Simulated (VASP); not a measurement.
A cell of CsCl (CsCl type) near equilibrium:

```
CELL_PARAMETERS angstrom
      4.14288     0.00000     0.00000
      0.00000     4.14288     0.00000
      0.00000     0.00000     4.14288
ATOMIC_POSITIONS crystal
  Cs 0.00000 0.00000 0.00000
  Cl 0.50000 0.50000 0.50000
```

The numbers are results of r2SCAN meta-GGA, VASP's PBE PAW potentials (set 64) (plane waves; VASP), not measurements.

Unless said otherwise, spin-orbit coupling is left out, though it shifts the bands of the heavy elements here.

```tsv
run	ΔE (meV/atom)	σxx	σyy	σzz	largest shear component, with its sign (GPa)	largest force (eV/Å)	gap (eV)
as it is	0.0	-0.04	-0.04	-0.04	0.00	0.000	5.91
after one change	0.1	-0.03	-0.03	-0.03	-0.09	0.000	5.91
```
Stress is in GPa, positive when the cell is compressed; gaps are those on the k-mesh, and 0.00 means metallic.

Question: Which change was made?
A. biaxial strain of +3.0 % in the xz plane
B. shear strain γ_xz = +1.0 %
C. isotropic strain of +1.5 %

Answer: B, shear strain γ_xz = +1.0 %

The compound is CsCl in the CsCl type structure.
